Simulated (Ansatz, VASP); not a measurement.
# SiC (Moissanite 3C): VASP beside Ansatz

Wanted: the spread between two codes on one cell, functional and k mesh. The cell is taken from a series of runs on this material, whose earlier steps may have relaxed, scaled, displaced or heated it; both programs get it as it stands.

Calculated with Ansatz 0.2.0; plane waves, with VASP 6.6.1 beside it; zone-centre phonons at LDA.

## 1. Starting point

Symmetry: F-43m, No. 216, cubic system. The conventional cell has a = 4.329 Å, b = 4.329 Å, c = 4.329 Å, α = 90.00°, β = 90.00°, γ = 90.00°. Nearest to C lie 4 Si at 1.87 Å. Si has 4 C at 1.87 Å nearest. Farther neighbours are not listed.

## 2. Ansatz: zone-centre phonons, LDA

Ansatz runs on its PAW soft_1 files.

Second derivatives magnify differences that forces hide, and they need a tight electronic threshold.

input.yaml reads:

```yaml
crystal:
  lattice:
    - [0.0, 2.1645341324, 2.1645341324]
    - [2.1645341324, 0.0, 2.1645341324]
    - [2.1645341324, 2.1645341324, 0.0]
  atoms:
    - { symbol: C, position: [0.75, 0.75, 0.75] }
    - { symbol: Si, position: [0.0, 0.0, 0.0] }
total_charge: -0.01217
kpoints:
  mp_grid: { grid: [36, 36, 36] }
hamiltonian:
  xc: lda
  pseudopotentials: { kind: paw, azcp: { folder: soft_1 }, xc_functional: pbe }
scf:
  occupations: { method: fermi_dirac, width: 0.03 }
output:
  eigenvalues: true
phonons:
  method: dfpt
```

Started as:

```
$ ansatz run input.yaml --threads 8 --pin off --max-ram 16384MiB --backend cpu --events-out ev --progress --plain --runs-dir out
```

Numbers of over 12 decimals in the logs are rounded to 6 here.

What it wrote:

```text
zone centre: on kpoints.mp_grid the ground state, and the responses unless they are solved on pairs of k-points, stand on 3349 of the mesh's 46656 k-points, reduced under 8 symmetry operations, with k and −k counted as one. Each operation leaves every solved displacement unchanged or reverses it
Engine: ansatz 0.2.0, aarch64-unknown-linux-gnu
Pseudopotentials: kind: paw
Pseudopotential: C, paw, valence charge 4, recommended cutoff 420 eV (normal), soft_1/C.paw.azcp
Pseudopotential: Si, paw, valence charge 4, recommended cutoff 420 eV (normal), soft_1/Si.paw.azcp
Functional definition: SPW92
  exchange = slater_x
  correlation = pw_c
Crystal: 2 atoms, lattice volume = 20.283 Å³
Basis set: ecut = 420 eV, 411 PW (Γ), exchange–correlation on 48×48×48 points (8 copies of the dense FFT grid, shifted against one another)
Bands: 9, of which v1, the nominal top of the filled ones, is band 4 counted from 1 (3 counted from 0)
Symmetry: 24 space group operations
k-points: 3349 of 46656 (irreducible under 8 space group operations, time reversal used)
Non-local potential: C, projectors of the file, l = 0: 2, l = 1: 2, l = 2: 1
Non-local potential: Si, projectors of the file, l = 0: 2, l = 1: 2, l = 2: 1
PAW form: soft (Blöchl's): semilocal exchange-correlation on the pseudo side does not see the compensation charge
PAW frozen core: C, regenerated for the run's functional, and the local potential with it (the file was generated under x = pbe(κ = 0.804, μ = 0.219515), c = pbe(β = 0.066725))
PAW frozen core: Si, regenerated for the run's functional, and the local potential with it (the file was generated under x = pbe(κ = 0.804, μ = 0.219515), c = pbe(β = 0.066725))
PAW one-centre angular grid: C, 110 points (default); XC on 64 Gauss nodes
PAW one-centre angular grid: Si, 110 points (default); XC on 64 Gauss nodes
Initial density: superposition of atomic densities (chi_scale 0.1, normalization cell, long waves kept (reshape's long-wave potential 0.00 eV rms))
Initial wavefunctions: pseudopotential atomic-orbital guess
Functional: x = slater, c = lda
SCF iter   1: F=—  HF=-853.637965 eV  |F-HF|=—  |Δ(HF+E_count)|=         —  Δρ=1.40e-1  dr2=4.81e0  ethr=3.10e-3  ⟨swp⟩=6.1  Hψ=246052  notcnv=0
preconditioner: auto → none  [metal: Δε(μ)=0.024 eV  Ē_g=15.882 eV  σ=0.030 eV  W_gap=0.19  n_scr=0 (ndim 8)  ℏωp=23.3 eV  f_vac=0.000  D(μ)=0.06/eV (n_scr^D=0)]
SCF iter   2: F=—  HF=-852.175510 eV  |F-HF|=—  |Δ(HF+E_count)|=    1.46e0  Δρ=5.01e-2  dr2=3.30e-1  ethr=3.10e-3  ⟨swp⟩=3.1  Hψ=96245  notcnv=0  defer=3119
SCF iter   3: F=—  HF=-852.079529 eV  |F-HF|=—  |Δ(HF+E_count)|=   9.60e-2  Δρ=1.88e-2  dr2=3.70e-2  ethr=3.10e-3  ⟨swp⟩=2.4  Hψ=57155  notcnv=0  defer=3134
SCF iter   4: F=—  HF=-852.071132 eV  |F-HF|=—  |Δ(HF+E_count)|=   8.40e-3  Δρ=1.42e-3  dr2=2.10e-4  ethr=4.62e-4  ⟨swp⟩=2.0  Hψ=40627  notcnv=0  defer=3134
SCF iter   5: F=—  HF=-852.071195 eV  |F-HF|=—  |Δ(HF+E_count)|=   6.29e-5  Δρ=1.60e-4  dr2=1.66e-6  ethr=2.62e-6  ⟨swp⟩=2.4  Hψ=40335  notcnv=0  defer=3134
SCF iter   6: F=—  HF=-852.071196 eV  |F-HF|=—  |Δ(HF+E_count)|=   1.47e-6  Δρ=2.97e-5  dr2=7.82e-8  ethr=2.07e-8  ⟨swp⟩=2.1  Hψ=39933  notcnv=0  defer=3134
SCF iter   7: F=—  HF=-852.071196 eV  |F-HF|=—  |Δ(HF+E_count)|=   1.29e-8  Δρ=4.41e-6  dr2=1.43e-9  ethr=9.76e-10  ⟨swp⟩=1.1  Hψ=29786  notcnv=0  defer=3134
SCF iter   8: F=-852.071196 eV  HF=-852.071196 eV  |F-HF|=2.27e-13  |Δ(HF+E_count)|=  1.60e-11  Δρ=8.14e-8  dr2=6.03e-13  ethr=1.00e-12  ⟨swp⟩=10.3  Hψ=179914  notcnv=0
SCF 1 converged in 8 iterations: F = -852.071196 eV  dr2 = 6.03e-13
  greatest PAW one-centre occupation: 0.642 electrons in one spin orbital (limit 2), on the C atom at site 0 (counted from 0), in its partial waves of l = 0
DFPT response loops at Γ: preconditioner auto → Kerker (q_TF=auto, 2.337 Å⁻¹) (partly filled bands, converged f_vac=0.000); β = 1.00, the filter's whole step (`scf.mixing.beta` (0.50) is not read by the response loops under this deck's `scf.mixing.preconditioner`; to damp them name `kerker` or `kerker_dos`, under which they read `scf.mixing.beta`, and type it under 1.00, their step now; both keys bind the ground state too); Broyden in place of MSR1
SCF converged after 8 iterations
Free energy (F): -852.071196 eV
Harris-Foulkes:  -852.071196 eV  (|F-HF|=2.27e-13)
Internal energy: -852.071054 eV  (E = F + TS)
E sigma→0 (E₀):  -852.071125 eV
Entropy (-TS):   -0.000143 eV (-0.071 meV/atom)
Fermi energy:    11.144046 eV
--- Per-component energies (eV) ---
  E_band       = 28.712226
  E_kinetic    = 134.521443
  E_local      = -95.785117  (includes V_loc(G=0)·N_el)
  E_nonlocal   = 47.432732
  E_hartree    = 31.313487
  E_xc         = -105.346624
  E_vxc        = -109.300709  (∫ρ·V_xc dr)
  E_paw        = -577.667157  (= ΣΔE_a)
  E_vpaw       = -10.783144  (= ΣTr[D̂ρ^β])
  E_aug_tail   = 0.000048  (compensation charges beyond the density's cutoff)
  E_ewald      = -286.687028
  E_core_change = 0.147163  (= ΣΔE_core)
  E_smearing   = -0.000143  (= −TS)
  E_closure    = -0.000000  (closes the sum)
  E_deformation_potential = -0.224236  (in the stress; not in F)
  Σ components = -852.071196   (vs F -852.071196, Δ=0.00e0)
--- Band table (eV; the first three rows and the last of 3349) ---
  k-point 0: bands = ["-5.9902", "9.4914", "9.4914", "9.4914", "15.9859", "16.8256", "16.8256", "16.8256", "24.0732"]
  k-point 1: bands = ["-5.9748", "9.4046", "9.4803", "9.4803", "16.0254", "16.8331", "16.8468", "16.8468", "23.9505"]
  k-point 2: bands = ["-5.9286", "9.1548", "9.4476", "9.4476", "16.1131", "16.8769", "16.9082", "16.9082", "23.6553"]
  k-point 3348: bands = ["-0.5387", "2.4256", "4.3785", "4.7007", "14.6581", "19.0127", "19.0380", "19.2014", "23.7391"]
--- Phonons (Γ-DFPT): 2 representative perturbations + reference, on 3349 of 46656 k-points (Σ response iterations 5) ---
  k mesh reduced under 8 symmetry operations, with k and −k counted as one. Each operation leaves every solved displacement unchanged or reverses it
  ASR residual: 4.300e-5 → 0.000e0 eV/Å²; symmetrization residual: 2.235e-7 eV/Å²
  ASR residual per site (eV/Å²): 4.30e-5 4.58e-6
  Γ frequencies (cm⁻¹): 0.00 0.00 0.00 796.56 796.56 796.56
  non-analytic LO–TO correction: not included (Born effective charges unavailable; polar crystals: no LO–TO splitting at Γ)
```

## 3. VASP: zone-centre phonons, LDA

The same cell, functional (in two slightly different forms), mesh and smearing now go to VASP, with its own data sets.

Lines of VASP's logs that name or quote its potential files are left out, and so is its time.

INCAR reads:

```
SYSTEM = SiC
PREC = Accurate
ENCUT = 600
EDIFF = 1E-08
NELM = 120
ISMEAR = -1
SIGMA = 0.03
LREAL = .FALSE.
ALGO = Normal
GGA = CA
NELECT = 8.01217
NBANDS = 10
LORBIT = 11
LWAVE = .FALSE.
LCHARG = .FALSE.
ISIF = 2
IBRION = 8
LASPH = .TRUE.
GGA_COMPAT = .FALSE.
KPAR = 2
```

POSCAR reads:

```
SiC
1.0
    0.0000000000      2.1645341324      2.1645341324
    2.1645341324      0.0000000000      2.1645341324
    2.1645341324      2.1645341324      0.0000000000
C Si
1 1
Direct
    0.7500000000      0.7500000000      0.7500000000
    0.0000000000      0.0000000000      0.0000000000
```

KPOINTS reads:

```
Automatic mesh
0
Gamma
36 36 36
0 0 0
```

The projector-augmented-wave data sets are C and Si (LDA family, release 64).

Started as:

```
$ mpirun -np 2 vasp_std
```

What it wrote:

```text
[banner, memory and clock lines left out]
running    2 mpi-ranks, on    1 nodes
 distrk:  each k-point on    1 cores,    2 groups
 distr:  one band on    1 cores,    1 groups

 POSCAR found type information on POSCAR C Si
 POSCAR found :  2 types and       2 ions
 LDA part: xc-table for (Slater(with rela. corr.)+CA(PZ))
 , standard interpolation
 POSCAR, INCAR and KPOINTS ok, starting setup
 FFT: planning ... GRIDC
 FFT: planning ... GRID_SOFT
 FFT: planning ... GRID
 WAVECAR not read
 entering main loop
       N       E                     dE             d eps       ncg     rms          rms(c)
DAV:   1     0.420750489707E+01    0.42075E+01   -0.43834E+03 25640   0.765E+02
DAV:   2    -0.179188295287E+02   -0.22126E+02   -0.21052E+02 32210   0.119E+02
DAV:   3    -0.186170546239E+02   -0.69823E+00   -0.69690E+00 29342   0.186E+01
DAV:   4    -0.186202311772E+02   -0.31766E-02   -0.31763E-02 28496   0.158E+00
DAV:   5    -0.186202471059E+02   -0.15929E-04   -0.15928E-04 28896   0.103E-01BRMIX: very serious problems
 the old and the new charge density differ
 old charge density:     8.00000 new    8.01217
BRMIX: very serious problems
 the old and the new charge density differ
 old charge density:     8.00000 new    8.01217
    0.927E+00
DAV:   6    -0.166215162945E+02    0.19987E+01   -0.75505E+00 26010   0.133E+01    0.408E+00
DAV:   7    -0.165465434545E+02    0.74973E-01   -0.39194E-01 29560   0.393E+00    0.182E+00
DAV:   8    -0.165260397680E+02    0.20504E-01   -0.26955E-02 26504   0.107E+00    0.178E-01
DAV:   9    -0.165256779601E+02    0.36181E-03   -0.17774E-03 30862   0.248E-01    0.946E-02
DAV:  10    -0.165256918084E+02   -0.13848E-04   -0.11077E-04 26132   0.706E-02    0.318E-02
DAV:  11    -0.165256921930E+02   -0.38459E-06   -0.30508E-06 29878   0.119E-02    0.135E-02
DAV:  12    -0.165256919728E+02    0.22021E-06   -0.67832E-07 25772   0.429E-03    0.586E-04
DAV:  13    -0.165256919708E+02    0.20165E-08   -0.29526E-08 27598   0.115E-03
   1 F= -.16525692E+02 E0= -.16525621E+02  d E =-.142383E-03
 Linear response reoptimize wavefunctions to high precision
DAV:   1    -0.165256919712E+02   -0.43599E-09   -0.39756E-10 17490   0.144E-04
DAV:   2    -0.165256919712E+02   -0.29559E-11   -0.13436E-11 13034   0.329E-05
 Linear response DOF=           2
 Linear response progress:
  Degree of freedom:   1/  2
       N       E                     dE             d eps       ncg     rms          rms(c)
RMM:   1    -0.126830127597E+00   -0.12683E+00    0.53876E-02282590   0.209E+00
RMM:   2    -0.123589961437E+00    0.32402E-02   -0.25285E-03194026   0.410E-01    0.208E-01
RMM:   3    -0.123602518480E+00   -0.12557E-04   -0.79283E-04191618   0.176E-01    0.103E-01
RMM:   4    -0.124653314445E+00   -0.10508E-02   -0.60789E-04193775   0.147E-01    0.187E-02
RMM:   5    -0.124633935611E+00    0.19379E-04   -0.85589E-06203784   0.215E-02    0.181E-03
RMM:   6    -0.124641857118E+00   -0.79215E-05   -0.12833E-07210524   0.243E-03    0.881E-04
RMM:   7    -0.124637396528E+00    0.44606E-05   -0.29471E-08208908   0.496E-04    0.981E-05
RMM:   8    -0.124638110545E+00   -0.71402E-06   -0.24009E-10210916   0.108E-04    0.286E-05
RMM:   9    -0.124638042629E+00    0.67916E-07    0.24814E-09220946   0.312E-05    0.329E-06
RMM:  10    -0.124638060673E+00   -0.18044E-07    0.21117E-09210466   0.105E-05    0.186E-06
RMM:  11    -0.124638059535E+00    0.11386E-08    0.41124E-09168514   0.799E-06    0.152E-07
 first order change of Fermi-energy   0.52181E-05
 force on displaced ion       1 direction 1 : -19.622  -0.000  -0.000
 Linear response progress:
  Degree of freedom:   2/  2
       N       E                     dE             d eps       ncg     rms          rms(c)
RMM:   1    -0.164285348325E-01   -0.16429E-01   -0.74591E-03302836   0.875E-01
RMM:   2    -0.143983023210E-01    0.20302E-02   -0.57958E-04195506   0.194E-01    0.132E-01
RMM:   3    -0.143079320319E-01    0.90370E-04   -0.61080E-05199444   0.480E-02    0.752E-02
RMM:   4    -0.143777171015E-01   -0.69785E-04   -0.58139E-05200784   0.470E-02    0.880E-03
RMM:   5    -0.143669516419E-01    0.10765E-04   -0.31147E-07204587   0.778E-03    0.130E-03
RMM:   6    -0.143648531907E-01    0.20985E-05   -0.46818E-08208946   0.757E-04    0.631E-04
RMM:   7    -0.143635245365E-01    0.13287E-05   -0.97760E-08209485   0.243E-04    0.790E-05
RMM:   8    -0.143635884389E-01   -0.63902E-07    0.66504E-09217101   0.435E-05    0.196E-05
RMM:   9    -0.143636131699E-01   -0.24731E-07    0.42939E-09218231   0.157E-05    0.322E-06
RMM:  10    -0.143636056846E-01    0.74853E-08    0.63629E-09203489   0.575E-06    0.970E-07
 first order change of Fermi-energy   0.36578E-05
 force on displaced ion       2 direction 1 : -19.625  -0.000  -0.000
 Linear response finished
```

From OUTCAR (step 3):

```text
NELECT = 8.01217

 ion  position               nearest neighbor table
   1  0.750  0.750  0.750-   2 1.87   2 1.87   2 1.87   2 1.87
   2  0.000  0.000  0.000-   1 1.87   1 1.87   1 1.87   1 1.87

  LATTYP: Found a face centered cubic cell.
 ALAT       =     4.3290682648

 Subroutine GETGRP returns: Found 24 space group operations
 (whereof 24 operations were pure point group operations)

The static configuration has the point symmetry T_d .

 Found   1240 irreducible k-points:

   k-points           NKPTS =   1240   k-points in BZ     NKDIM =   1240   number of bands    NBANDS=     10

   dimension x,y,z NGX =    24 NGY =   24 NGZ =   24
   dimension x,y,z NGXF=    48 NGYF=   48 NGZF=   48

   ENCUT  =  600.0 eV  44.10 Ry    6.64 a.u.   6.11  6.11  6.11*2*pi/ulx,y,z

 k-points in reciprocal lattice and weights: Automatic mesh
   0.00000000  0.00000000  0.00000000       0.000
   0.02777778  0.00000000  0.00000000       0.000
   0.05555556  0.00000000  0.00000000       0.000
   0.08333333  0.00000000  0.00000000       0.000
   0.11111111  0.00000000  0.00000000       0.000
   0.13888889  0.00000000  0.00000000       0.000
   0.16666667  0.00000000  0.00000000       0.000
   0.19444444  0.00000000  0.00000000       0.000
   0.22222222  0.00000000  0.00000000       0.000
[...]
-0.27777778  0.50000000  0.22222222       0.000
  -0.25000000  0.50000000  0.25000000       0.000

 average (electrostatic) potential at core
       1 -48.7531       2 -81.6595

  Total        0.1620101      0.1620101      0.1620101     -0.0000000      0.0000000      0.0000000
  in kB       12.7976232     12.7976232     12.7976232     -0.0000000      0.0000000      0.0000000
  external PRESSURE =      12.7976232 kB  Pullay stress =       0.0000000 kB

  energy-cutoff  :      600.00
  volume of cell :       20.28
      direct lattice vectors                 reciprocal lattice vectors
     0.000000000  2.164534132  2.164534132    -0.230996588  0.230996588  0.230996588
     2.164534132  0.000000000  2.164534132     0.230996588 -0.230996588  0.230996588
     2.164534132  2.164534132  0.000000000     0.230996588  0.230996588 -0.230996588

 POSITION                                       TOTAL-FORCE (eV/Angst)
 -----------------------------------------------------------------------------------
      3.24680      3.24680      3.24680         0.000000      0.000000      0.000000
      0.00000      0.00000      0.00000        -0.000000     -0.000000     -0.000000
 -----------------------------------------------------------------------------------
    total drift:                               -0.000000     -0.000000     -0.000000

 Eigenvectors and eigenvalues of the dynamical matrix
 ----------------------------------------------------

   1 f  =   23.875722 THz   150.015583 2PiTHz  796.408345 cm-1    98.742006 meV
             X         Y         Z           dx          dy          dz
      3.246801  3.246801  3.246801     0.000000    0.836905    0.000000
      0.000000  0.000000  0.000000     0.000000   -0.547348    0.000000

   2 f  =   23.875722 THz   150.015583 2PiTHz  796.408345 cm-1    98.742006 meV
             X         Y         Z           dx          dy          dz
      3.246801  3.246801  3.246801     0.836905    0.000000    0.000000
      0.000000  0.000000  0.000000    -0.547348    0.000000    0.000000

   3 f  =   23.875722 THz   150.015583 2PiTHz  796.408345 cm-1    98.742006 meV
             X         Y         Z           dx          dy          dz
      3.246801  3.246801  3.246801     0.000000    0.000000    0.836905
      0.000000  0.000000  0.000000     0.000000    0.000000   -0.547348

   4 f/i=    0.000886 THz     0.005565 2PiTHz    0.029545 cm-1     0.003663 meV
             X         Y         Z           dx          dy          dz
      3.246801  3.246801  3.246801    -0.547348    0.000000    0.000000
      0.000000  0.000000  0.000000    -0.836905    0.000000    0.000000

   5 f/i=    0.000886 THz     0.005565 2PiTHz    0.029545 cm-1     0.003663 meV
             X         Y         Z           dx          dy          dz
      3.246801  3.246801  3.246801     0.000000   -0.547348    0.000000
      0.000000  0.000000  0.000000     0.000000   -0.836905    0.000000

   6 f/i=    0.000886 THz     0.005565 2PiTHz    0.029545 cm-1     0.003663 meV
             X         Y         Z           dx          dy          dz
      3.246801  3.246801  3.246801     0.000000    0.000000   -0.547348
      0.000000  0.000000  0.000000     0.000000    0.000000   -0.836905

 ELASTIC MODULI CONTR FROM IONIC RELAXATION (kBar)
 Direction    XX          YY          ZZ          XY          YZ          ZX
 --------------------------------------------------------------------------------
 XX          -0.0000      0.0000      0.0000     -0.0000      0.0000      0.0000
 YY           0.0000     -0.0000      0.0000     -0.0000     -0.0000     -0.0000
 ZZ           0.0000      0.0000     -0.0000      0.0000     -0.0000      0.0000
 XY          -0.0000     -0.0000      0.0000   -289.6747      0.0000     -0.0000
 YZ           0.0000     -0.0000     -0.0000      0.0000   -289.6747      0.0000
 ZX           0.0000     -0.0000      0.0000     -0.0000      0.0000   -289.6747
 --------------------------------------------------------------------------------
```

The cell is charged against a uniform background.

## 4. Differences

Known differences besides the potentials themselves: the two LDA forms differ slightly; the cutoff is 420 eV in Ansatz and 600 eV in VASP; VASP's log shows a relativistic correction to its local exchange, Ansatz's none. Total energies have different zeros and are not compared.

Both answers:

| quantity | Ansatz | VASP | difference |
| --- | --- | --- | --- |
| optical mode 1 to 3 (cm⁻¹) | 796.6 | 796.4 | +0.02 % |

Modes are paired by rising frequency, not by their patterns, so a pair may set unlike modes beside each other; they are those without the splitting of longitudinal modes. The cell carries a charge of -0.01217 e against a uniform background, so its pressure also hangs on how the neutralising background is counted, and in a defect's cell a gap may be the spacing between its levels.

## 5. What came out

```
r.m.s. difference of the optical zone-centre modes, each program's sorted by frequency (zone-centre phonons, LDA) : 0.15 cm⁻¹
```

The r.m.s. difference of the optical zone-centre modes, each program's sorted by frequency is 0.15 cm⁻¹ (zone-centre phonons, LDA). How closely two codes agree says nothing of how well the functional describes the real material.

[Lines on the potential files, build, host, timing and source positions are cut from VASP's logs without a mark.]

[Logs are printed without paths, hosts, clocks, repeated set-up lines and the standing remarks that a program may print on its own settings, such as how far it seeks lower states.]

[Hosts, paths, dates, database ids (printed as entryN), source tags and the programs' standing remarks are cut or masked in the printed files.]
